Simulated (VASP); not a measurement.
Input:

```xyz
8
Lattice="-2.3855 2.3855 4.6503 2.3855 -2.3855 4.6503 2.3855 2.3855 -4.6503" Properties=species:S:1:pos:R:3 pbc="T T T"
Al     0.0000     2.3855     2.3252
Al     0.0000     0.0000     0.0000
In     2.3855     0.0000     2.3252
In     0.0000     0.0000     4.6503
N     -1.1928     1.4486     3.4878
N      1.4486     1.1928     5.8129
N      3.5783     0.9369    -1.1626
N      0.9369     1.1928     1.1626
```

Method: PBE GGA, VASP's PBE PAW potentials (set 64) (plane waves; VASP 6.6.1). Settings: 480 eV cut-off, 6×6×6 Γ-centred mesh, Gaussian smearing of 0.050 eV, potentials Al In N.

Unless said otherwise, spin-orbit coupling is left out, though it shifts the bands of the heavy elements here.

What does the run give for the energy per atom (σ→0), band gap (on the k-mesh) with the smallest direct gap where there is one?

band gap (on the k-mesh): 1.25 eV
smallest direct gap (on the k-mesh): 1.25 eV
energy per atom (σ→0): -6.348 eV/atom

Total energies compare only between runs with the same potentials, cut-off and functional.

The structure comes from a computed database's AlInN2 entry (I-42d); how it stands against other phases isn't given here. It was relaxed first. The start is the result of an earlier pass.
